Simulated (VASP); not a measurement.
Here is the system:

```
Li2O
1.0
    0.00000     2.32274     2.32274
    2.32274     0.00000     2.32274
    2.32274     2.32274     0.00000
Li O
2 1
Cartesian
  1.16137   1.16137   1.16137
  3.48411   3.48411   3.48411
  0.00000   0.00000   0.00000
```

Method: TPSS meta-GGA, VASP's PBE PAW potentials (set 64) (plane waves; VASP). Settings: 520 eV cut-off, 8×8×8 Γ-centred mesh, Gaussian smearing of 0.050 eV, potentials Li_sv O.

### Question
Give the stress tensor in GPa (positive for a compressed cell).

### Answer

```
-2.57   0.00   0.00
 0.00  -2.57   0.00
 0.00   0.00  -2.57
```
The pressure is its mean diagonal, -2.57 GPa.

The compound is Li2O in the antifluorite structure. This cell is one point of a volume scan, at 1.03 of the reference volume.
